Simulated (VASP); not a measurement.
```xyz
2
Lattice="1.7300 -2.9964 0.0000 1.7300 2.9964 0.0000 0.0000 0.0000 5.5200" Properties=species:S:1:pos:R:3 pbc="T T T"
Tl     1.7300     0.9988     1.3800
Tl     1.7300    -0.9988     4.1400
```

Calculation: PBE GGA, VASP's PBE PAW potentials (set 64) (plane waves; VASP). Settings: 400 eV cut-off, 5×5×3 Γ-centred mesh, first-order Methfessel-Paxton smearing of 0.10 eV, potentials Tl_d.

**Question.** Give the stress tensor in GPa (positive for a compressed cell).

**Answer.** 
```
2.51  0.00  0.00
0.00  2.51  0.00
0.00  0.00  4.31
```
The pressure is its mean diagonal, 3.11 GPa.

The compound is Tl in the hcp structure. The cell was not relaxed at this level. The k-mesh is coarse (spacing up to 0.42 per Å, 2π included), so the numbers may not be converged in it. The run is one of a series of settings (KPOINTS 5×5×3 Γ-centred mesh against the base run), some of them coarse on purpose.
